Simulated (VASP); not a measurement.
Method: PBE GGA, VASP's PBE PAW potentials (set 64) (plane waves; VASP).

VASP input:

**INCAR**
```
ISIF = 2
LCHARG = F
ALGO = Normal
SYSTEM = CuZn
PREC = Accurate
ENCUT = 400   ! plane-wave cut-off (eV)
NELM = 100   ! most electronic steps
EDIFF = 1E-8
GGA = PE   ! PBE
ISMEAR = 1   ! Methfessel-Paxton
LMAXMIX = 4
SIGMA = 0.1
LWAVE = F
LREAL = F
LASPH = T
```

### POSCAR
```
CuZn
6.0180
  0.5000000000   0.0000000000   0.0000000000
  0.0000000000   0.5000000000   0.0000000000
  0.0000000000   0.0000000000   0.5000000000
Zn Cu
1 1
Direct
  0.5000000000   0.5000000000   0.5000000000
  0.0000000000   0.0000000000   0.0000000000
```

**KPOINTS**
```
Regular mesh
0
gamma
11 11 11
```

POTCAR, in this order: Zn Cu (PBE.64 set). Program: vasp_std.

### Question
Estimate the energy per atom (σ→0), pressure, band gap (on the k-mesh).

### Answer

| Property | Value |
|---|---|
| energy per atom (σ→0) | -241.3 kJ/mol-atom |
| band gap (on the k-mesh) | none (metal, semimetal or under 0.01 eV) |
| pressure | -49.7 kbar |

File OSZICAR:
```
...
DAV:   8    -0.501103271627E+01   -0.49783E-02   -0.20820E-01  2278   0.674E+00    0.117E+00
DAV:   9    -0.500189436510E+01    0.91384E-02   -0.25995E-02  2057   0.403E+00    0.540E-02
DAV:  10    -0.500190605065E+01   -0.11686E-04   -0.68212E-04  2495   0.559E-01    0.302E-02
DAV:  11    -0.500190310493E+01    0.29457E-05   -0.47282E-05  2333   0.181E-01    0.129E-02
DAV:  12    -0.500190218992E+01    0.91500E-06   -0.25581E-06  2540   0.377E-02    0.239E-03
DAV:  13    -0.500190217523E+01    0.14692E-07   -0.27429E-07  2226   0.143E-02    0.982E-04
DAV:  14    -0.500190217196E+01    0.32737E-08   -0.23922E-08  1335   0.408E-03
   1 F= -.50019022E+01 E0= -.50018121E+01  d E =-.270343E-03
```

The compound is CuZn in the CsCl type structure. The cell was not relaxed at this level. The run is one of a series of settings (EDIFF = 1E-8 against the base run), some of them coarse on purpose. The electron count is odd and the run is not spin-polarised, which forces a metal.
